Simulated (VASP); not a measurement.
# ScZn (Pm-3m) in VASP: notebook

Runs on ScZn. Level: LDA. Tasks: single point, relaxation of cell and atoms.

All numbers are computed with VASP 6.6.1; they aren't measurements. Logs are shortened: lines on timing, memory, paths and dates and some standing lists are left out, and cuts for length are marked.

## 1. The crystal as given

It takes space group Pm-3m (No. 221, cubic). The conventional cell has a = 3.257 Å, b = 3.257 Å, c = 3.257 Å, α = 90.00°, β = 90.00°, γ = 90.00°. Around Sc (site symmetry m-3m) lie 8 Zn at 2.82 Å. Zn (site symmetry m-3m) is surrounded by 8 Sc at 2.82 Å.

## 2. Single point, LDA

The input, INCAR:

```
SYSTEM = ScZn
PREC     = Accurate       ! precision mode
ENCUT    = 520            ! plane-wave cutoff, eV
EDIFF    = 1E-6           ! SCF threshold, eV
ISMEAR   = 0              ! smearing method
SIGMA    = 0.1            ! smearing width, eV
LREAL    = .False.        ! projectors in reciprocal space
LASPH    = .True.         ! aspherical terms in the spheres
NELM     = 80             ! most SCF steps
ALGO     = Normal         ! electronic algorithm
ISIF     = 2              ! what is computed and relaxed
LWAVE    = .False.        ! write WAVECAR
LCHARG   = .False.        ! write CHGCAR
NBANDS   = 18             ! bands
```

The input, KPOINTS:

```
regular mesh
0
Gamma
  12 12 12
  0 0 0
```

The input, POSCAR:

```
ScZn
1.0
    3.2570241564      0.0000000000      0.0000000000
    0.0000000000      3.2570241564      0.0000000000
    0.0000000000      0.0000000000      3.2570241564
Sc Zn
1 1
Direct
    0.0000000000      0.0000000000      0.0000000000
    0.5000000000      0.5000000000      0.5000000000
```

Potentials or basis: VASP PAW LDA potentials, release 64 (Sc_sv, Zn).

The run is started by

```sh
$ cat potpaw_LDA.64/Sc_sv/POTCAR potpaw_LDA.64/Zn/POTCAR > POTCAR
$ mpirun -np 1 vasp_std > vasp.out
```

OUTCAR:

```text
SYSTEM = ScZn
   PREC = Accurate
   ENCUT = 520
   EDIFF = 1E-6
   ISMEAR = 0
   LREAL = .False.
   LASPH = .True.
   NELM = 80
   ISIF = 2

 ion  position               nearest neighbor table
   1  0.000  0.000  0.000-   2 2.82   2 2.82   2 2.82   2 2.82   2 2.82   2 2.82   2 2.82   2 2.82

   2  0.500  0.500  0.500-   1 2.82   1 2.82   1 2.82   1 2.82   1 2.82   1 2.82   1 2.82   1 2.82

  LATTYP: Found a simple cubic cell.
 ALAT       =     3.2570241564

  Lattice vectors:

 A1 = (   3.2570241564,   0.0000000000,   0.0000000000)
 A2 = (   0.0000000000,   3.2570241564,   0.0000000000)
 A3 = (   0.0000000000,   0.0000000000,   3.2570241564)

Analysis of symmetry for initial positions (statically):
=====================================================================
 Subroutine PRICEL returns:
 Original cell was already a primitive cell.

 Routine SETGRP: Setting up the symmetry group for a
 simple cubic supercell.

 Subroutine GETGRP returns: Found 48 space group operations
 (whereof 48 operations were pure point group operations)
 out of a pool of 48 trial point group operations.

The static configuration has the point symmetry O_h .

Analysis of symmetry for dynamics (positions and initial velocities):
=====================================================================
 Subroutine PRICEL returns:
 Original cell was already a primitive cell.

 Routine SETGRP: Setting up the symmetry group for a
 simple cubic supercell.

 Subroutine GETGRP returns: Found 48 space group operations
 (whereof 48 operations were pure point group operations)
 out of a pool of 48 trial point group operations.

The dynamic configuration has the point symmetry O_h .

 Subroutine INISYM returns: Found 48 space group operations
 (whereof 48 operations are pure point group operations),
 and found     1 'primitive' translations

----------------------------------------------------------------------------------------

                                     Primitive cell

  volume of cell :      34.5512

  direct lattice vectors                    reciprocal lattice vectors
     3.257024156  0.000000000  0.000000000     0.307028733  0.000000000  0.000000000
     0.000000000  3.257024156  0.000000000     0.000000000  0.307028733  0.000000000
     0.000000000  0.000000000  3.257024156     0.000000000  0.000000000  0.307028733

  length of vectors
     3.257024156  3.257024156  3.257024156     0.307028733  0.307028733  0.307028733

  position of ions in fractional coordinates (direct lattice)
     0.000000000  0.000000000  0.000000000
     0.500000000  0.500000000  0.500000000

  ion indices of the primitive-cell ions
   primitive index   ion index
                 1           1
                 2           2

----------------------------------------------------------------------------------------

 KPOINTS: regular mesh

Automatic generation of k-mesh.
 Grid dimensions read from file:
 generate k-points for:   12   12   12

 Generating k-lattice:

  Cartesian coordinates                     Fractional coordinates (reciprocal lattice)
     0.025585728  0.000000000  0.000000000     0.083333333  0.000000000  0.000000000
     0.000000000  0.025585728  0.000000000     0.000000000  0.083333333  0.000000000
     0.000000000  0.000000000  0.025585728     0.000000000  0.000000000  0.083333333

  Length of vectors
     0.025585728  0.025585728  0.025585728

  Shift w.r.t. Gamma in fractional coordinates (k-lattice)
     0.000000000  0.000000000  0.000000000

 Subroutine IBZKPT returns following result:
 ===========================================

 Found     84 irreducible k-points:

 Following reciprocal coordinates:
            Coordinates               Weight
  0.000000  0.000000  0.000000      1.000000
  0.083333  0.000000  0.000000      6.000000
  0.166667  0.000000  0.000000      6.000000
  0.250000  0.000000  0.000000      6.000000
  0.333333  0.000000  0.000000      6.000000
  0.416667  0.000000  0.000000      6.000000
[... 16 lines left out ...]
  0.333333  0.333333  0.000000     12.000000
  0.416667  0.333333  0.000000     24.000000
 [... further k-points ...]
   k-points           NKPTS =     84   k-points in BZ     NKDIM =     84   number of bands    NBANDS=     18
   number of dos      NEDOS =    301   number of ions     NIONS =      2
   total plane-waves  NPLWV =  13824
   dimension x,y,z NGX =    24 NGY =   24 NGZ =   24
   dimension x,y,z NGXF=    48 NGYF=   48 NGZF=   48
   ions per type =               1   1
   NGX,Y,Z   is equivalent  to a cutoff of  12.25, 12.25, 12.25 a.u.
   NGXF,Y,Z  is equivalent  to a cutoff of  24.50, 24.50, 24.50 a.u.
 SYSTEM =  ScZn
   PREC   = accura    normal or accurate (medium, high low for compatibility)
   ISTART =      0    job   : 0-new  1-cont  2-samecut
   ICHARG =      2    charge: 1-file 2-atom 10-const
   ISPIN  =      1    spin polarized calculation?
   LNONCOLLINEAR =      F non collinear calculations
   LSORBIT =      F    spin-orbit coupling
   LASPH  =      T    aspherical Exc in radial PAW
   ENCUT  =  520.0 eV  38.22 Ry    6.18 a.u.   6.06  6.06  6.06*2*pi/ulx,y,z
   NELM   =     80;   NELMIN=  2; NELMDL= -5     # of ELM steps
   EDIFF  = 0.1E-05   stopping-criterion for ELM
   LREAL  =      F    real-space projection
   EDIFFG = 0.1E-04   stopping-criterion for IOM
   NSW    =      0    number of steps for IOM
   IBRION =     -1    ionic relax: 0-MD 1-quasi-New 2-CG
   NFREE  =      0    steps in history (QN), initial steepest desc. (CG)
   ISIF   =      2    stress and relaxation
   ISYM   =      2    0-nonsym 1-usesym 2-fastsym
   POTIM  = 0.5000    time-step for ionic-motion
   TEBEG  =    0.0;   TEEND  =   0.0 temperature during run
   PSTRESS=    0.0 pullay stress
   NELECT =      23.0000    total number of electrons
   NUPDOWN=      -1.0000    fix difference up-down
   EMIN   =  10.00;   EMAX   =-10.00  energy-range for DOS
   EFERMI =   0.00;   METHOD = LEGACY
   ISMEAR =     0;   SIGMA  =   0.10  broadening in eV -4-tet -1-fermi 0-gaus
   EFERMI_NEDOS =   21; number of points for ismear=-14 and -15
   IALGO  =     38    algorithm
   IMIX   =      4    mixing-type and parameters
     AMIX     =   0.40;   BMIX     =  1.00
     AMIX_MAG =   1.60;   BMIX_MAG =  1.00
  volume/ion in A,a.u.               =      17.28       116.58
  Fermi-wavevector in a.u.,A,eV,Ry     =   1.429431  2.701232 27.800408  2.043272
  Thomas-Fermi vector in A             =   2.549385
   LORBIT       =      0    0 simple, 1 ext, 2 COOP (PROOUT), +10 PAW based schemes
   GGA     = CA    functional components
   LHFCALC =     F    Hartree Fock is set to
   AEXX    =    0.0000 exact exchange contribution
   IVDW    =     0    specifies the selected vdW correction
   LEPSILON=     F    determine dielectric tensor
   LRPA    =     F    only Hartree local field effects (RPA)
 non-spin polarized calculation
 Gauss-broadening in eV      SIGMA  =   0.10
  energy-cutoff  :      520.00
  volume of cell :       34.55
 maximum number of plane-waves:       952
   NGX = 13   NGY = 13   NGZ = 13

 number of electron      23.0000000 magnetization

 Free energy of the ion-electron system (eV)
  ---------------------------------------------------
  ext. energy  EPLUGINS =         0.00000000
  ---------------------------------------------------
  free energy    TOTEN  =        -9.40320281 eV

  energy without entropy =       -9.39146857  energy(sigma->0) =       -9.39733569

 E-fermi :   3.9429     XC(G=0): -11.5068

 val. band max:        3.9377487966   @ k =   0.1667   0.1667   0.0000
 cond. band min:       3.9468722305   @ k =   0.3333   0.2500   0.0833
 fundamental gap:      0.0091234340
 Fermi energy:         3.9428966155

 k-point     1 :       0.0000    0.0000    0.0000
  band No.  band energies     occupation
      1     -44.8806      2.00000
      2     -23.7595      2.00000
      3     -23.7595      2.00000
      4     -23.7595      2.00000
      5      -3.9670      2.00000
      6      -3.4508      2.00000
[... 10 lines left out ...]
     17       9.7530      0.00000
     18       9.7530      0.00000

 k-point     2 :       0.0833    0.0000    0.0000
  band No.  band energies     occupation
      1     -44.8791      2.00000
      2     -23.7767      2.00000
      3     -23.7581      2.00000
      4     -23.7581      2.00000
      5      -3.8559      2.00000
      6      -3.4435      2.00000
[... 10 lines left out ...]
     17      10.0861      0.00000
     18      10.0861      0.00000

 k-point     3 :       0.1667    0.0000    0.0000
  band No.  band energies     occupation
      1     -44.8748      2.00000
      2     -23.8233      2.00000
      3     -23.7543      2.00000
      4     -23.7543      2.00000
      5      -3.5556      2.00000
      6      -3.4236      2.00000
[... 10 lines left out ...]
     17      10.8714      0.00000
     18      10.8714      0.00000

 k-point     4 :       0.2500    0.0000    0.0000
  band No.  band energies     occupation
      1     -44.8689      2.00000
      2     -23.8863      2.00000
      3     -23.7490      2.00000
      4     -23.7490      2.00000
      5      -3.3962      2.00000
      6      -3.3743      2.00000
[... 375 lines left out ...]
      4     -23.7270      2.00000
      5      -3.3406      2.00000
      6      -3.3364      2.00000
[... 10 lines left out ...]
     17      11.0684      0.00000
     18      12.4672      0.00000

 k-point    23 :       0.3333    0.3333    0.0000
  band No.  band energies     occupation
      1     -44.8460      2.00000
      2     -23.9261      2.00000
      3     -23.9185      2.00000
      4     -23.7269      2.00000
      5      -3.3682      2.00000
      6      -3.3430      2.00000
[... 10 lines left out ...]
     17       9.8882      0.00000
     18      12.8420      0.00000

 k-point    24 :       0.4167    0.3333    0.0000
  band No.  band energies     occupation
      1     -44.8418      2.00000
      2     -23.9652      2.00000
      3     -23.9158      2.00000
      4     -23.7227      2.00000
      5      -3.3997      2.00000
      6      -3.3480      2.00000
[... 10 lines left out ...]
     17      10.1161      0.00000
     18      11.9196      0.00000

 [... further k-points ...]
[... 5 lines left out ...]
  --------------------------------------------------------------------------------------
  -------------------------------------------------------------------------------------
  Total        0.0679179      0.0679179      0.0679179      0.0000000     -0.0000000      0.0000000
  in kB        3.1494304      3.1494304      3.1494304      0.0000000     -0.0000000      0.0000000
  external PRESSURE =       3.1494304 kB  Pullay stress =       0.0000000 kB

 VOLUME and BASIS-vectors are now :
 -----------------------------------------------------------------------------
  energy-cutoff  :      520.00
  volume of cell :       34.55
      direct lattice vectors                 reciprocal lattice vectors
     3.257024156  0.000000000  0.000000000     0.307028733  0.000000000  0.000000000
     0.000000000  3.257024156  0.000000000     0.000000000  0.307028733  0.000000000
     0.000000000  0.000000000  3.257024156     0.000000000  0.000000000  0.307028733

 POSITION                                       TOTAL-FORCE (eV/Angst)
 -----------------------------------------------------------------------------------
      0.00000      0.00000      0.00000         0.000000      0.000000      0.000000
      1.62851      1.62851      1.62851         0.000000      0.000000      0.000000
 -----------------------------------------------------------------------------------
    total drift:                                0.000000      0.000000     -0.000000

  FREE ENERGIE OF THE ION-ELECTRON SYSTEM (eV)
  ---------------------------------------------------
  free  energy   TOTEN  =        -9.4032028098 eV

  energy  without entropy=       -9.3914685724  energy(sigma->0) =       -9.39733569
```

It took 10 s on 1 thread of Intel Xeon 6975P-C (Granite Rapids), shared host; peak memory 0.16 GiB.

What came out:

* Free energy: -9.4032 eV
* Pressure: 0.3 GPa
* Band gap on the k mesh: none (metal or under the smearing width)

Levels at points of the mesh, in eV from the Fermi level:
```csv
k point,band 10,band 11,band 12,band 13,band 14,band 15
"(0.00, 0.00, 0.00)",-7.04,0.07,0.07,3.18,3.18,3.18
"(0.50, 0.00, 0.00)",-4.44,-3.73,0.34,1.27,1.27,3.20
"(0.50, 0.50, 0.00)",-3.70,-0.49,-0.49,0.32,2.29,2.29
"(0.50, 0.50, 0.50)",-1.86,-1.86,-1.86,1.03,4.04,4.04
```

## 3. Relaxation of cell and atoms, LDA

This run uses another cell than the first one, of 18.80 Å³/atom, 1.088 times its volume.

The input, INCAR:

```
SYSTEM = ScZn
PREC = Accurate ; ENCUT = 600
EDIFF = 1E-6 ; ISMEAR = 0
SIGMA = 0.1 ; LREAL = .FALSE.
LASPH = .TRUE. ; NELM = 80
ALGO = Normal ; ISIF = 3
LWAVE = .FALSE. ; LCHARG = .FALSE.
IBRION = 2 ; NSW = 100
EDIFFG = -0.005
```

The input, KPOINTS:

```
Automatic mesh
0
G
  12 12 12
  0 0 0
```

The input, POSCAR:

```
ScZn
1.0
    3.3500000000      0.0000000000      0.0000000000
    0.0000000000      3.3500000000      0.0000000000
    0.0000000000      0.0000000000      3.3500000000
Sc Zn
1 1
Direct
    0.0000000000      0.0000000000      0.0000000000
    0.5000000000      0.5000000000      0.5000000000
```

Potentials or basis: VASP PAW LDA potentials, release 64 (Sc_sv, Zn).

The run is started by

```sh
$ cat potpaw_LDA.64/Sc_sv/POTCAR potpaw_LDA.64/Zn/POTCAR > POTCAR
$ mpirun -np 1 vasp_std > vasp.out
```

Wall time 44 s (1 thread of Intel Xeon 6975P-C (Granite Rapids), shared host); peak memory 0.19 GiB.

The run converged. Its results:

```
Free energy                            : -9.4039 eV
Relaxed volume                         : 17.35 Å³/atom
Relaxed cell                           : a = 3.261 Å, b = 3.261 Å, c = 3.261 Å, α = 90.00°, β = 90.00°, γ = 90.00°
Space group after relaxing (to 0.05 Å) : Pm-3m (No. 221)
Energy gained by relaxing              : 30.3 meV/atom
Ionic steps                            : 3
Pressure after relaxing                : 0.0 GPa
Band gap on the k mesh                 : none (metal or under the smearing width)
```

The path:
```tsv
step	energy change (eV)	largest force (eV/Å)	pressure (GPa)	volume (Å³)
1	0.0000	0.0000	-6.27	37.60
2	-0.0527	0.0000	2.72	33.74
3	-0.0606	0.0000	0.03	34.69
```

Final structure:
```
Sc Zn
1.0
     3.26143    0.00000    0.00000
     0.00000    3.26143    0.00000
     0.00000    0.00000    3.26143
Sc Zn
1 1
Direct
  0.00000 0.00000 0.00000
  0.50000 0.50000 0.50000
```

Levels at points of the mesh, in eV from the Fermi level:
```csv
k point,band 8,band 9,band 10,band 11,band 12,band 13,band 14,band 15
"(0.00, 0.00, 0.00)",-7.04,-7.04,-7.04,0.07,0.07,3.16,3.16,3.16
"(0.50, 0.00, 0.00)",-7.11,-7.00,-4.44,-3.72,0.34,1.26,1.26,3.18
"(0.50, 0.50, 0.00)",-7.18,-6.84,-3.70,-0.49,-0.49,0.31,2.28,2.28
"(0.50, 0.50, 0.50)",-6.83,-6.83,-1.85,-1.85,-1.85,1.01,4.02,4.02
```

LDA usually gives volumes a few per cent too small. Zero-point motion and thermal expansion aren't in these numbers.
